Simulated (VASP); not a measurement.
An input for Quantum ESPRESSO's pw.x (written as the equivalent of a VASP run, and not itself run):

```
&CONTROL
  calculation = 'vc-relax'
  pseudo_dir = './pseudo'
  outdir = './out'
  tprnfor = .true.
  tstress = .true.
  nstep = 30
  forc_conv_thr = 0.00039
/
&SYSTEM
  ibrav = 0
  nat = 3
  ntyp = 2
  ecutwfc = 84
  occupations = 'smearing'
  smearing = 'gaussian'
  degauss = 0.003675
  input_dft = 'pz'
/
&ELECTRONS
  conv_thr = 7.3e-09
  electron_maxstep = 100
/
&IONS
/
&CELL
  cell_dofree = 'shape'
/
ATOMIC_SPECIES
  Mg 24.305 Mg.upf
  I 126.904 I.upf
CELL_PARAMETERS angstrom
     2.0771604   -3.5977470    0.0000000
     2.0771604    3.5977470    0.0000000
     0.0000000    0.0000000    6.8159622
ATOMIC_POSITIONS crystal
  Mg   0.0000000  0.0000000  1.0000000
  I    0.3333330  0.6666670  0.2474506
  I    0.6666670  0.3333330  0.7525494
K_POINTS automatic
  6 6 4 0 0 0
```

Q: Translate this input to VASP (INCAR, KPOINTS, POSCAR, choice of POTCAR).

A: Several could match; the one computed here: 
INCAR:
```
SYSTEM = MgI2
PREC = Accurate; ENCUT = 520; LREAL = F
LASPH = T
EDIFF = 1E-7; NELM = 100; ALGO = Normal
LMAXMIX = 4
ISMEAR = 0; SIGMA = 0.05
IBRION = 2; NSW = 30; ISIF = 4
EDIFFG = -0.01
LWAVE = F; LCHARG = F
```

**POSCAR**
```
MgI2
1.0
  2.0771604205  -3.5977469734   0.0000000000
  2.0771604205   3.5977469734   0.0000000000
  0.0000000000   0.0000000000   6.8159621616
Mg I
1 2
Cart
  0.0000000000   0.0000000000   6.8159621616
  2.0771604205   1.1992513896   1.6866138031
  2.0771604205  -1.1992513896   5.1293483585
```

**KPOINTS**
```
Automatic mesh
0
Gamma
6 6 4
0 0 0
```

POTCAR, in this order: Mg I (LDA.64 set). Program: vasp_std.

The two are equivalent in intent, not identical: the potentials are each code's own (VASP's PAW set, PseudoDojo norm-conserving files in pw.x), so ENCUT and ecutwfc are chosen apart and not converted; conv_thr bounds pw.x's estimated SCF error, while EDIFF bounds the energy change between steps; forc_conv_thr acts on force components and is met together with etot_conv_thr.

The compound is MgI2 in the 1T layered structure. This cell is one point of a volume scan, at 1.06 of the reference volume. Symmetry was kept, so distortions that lower it aren't found.
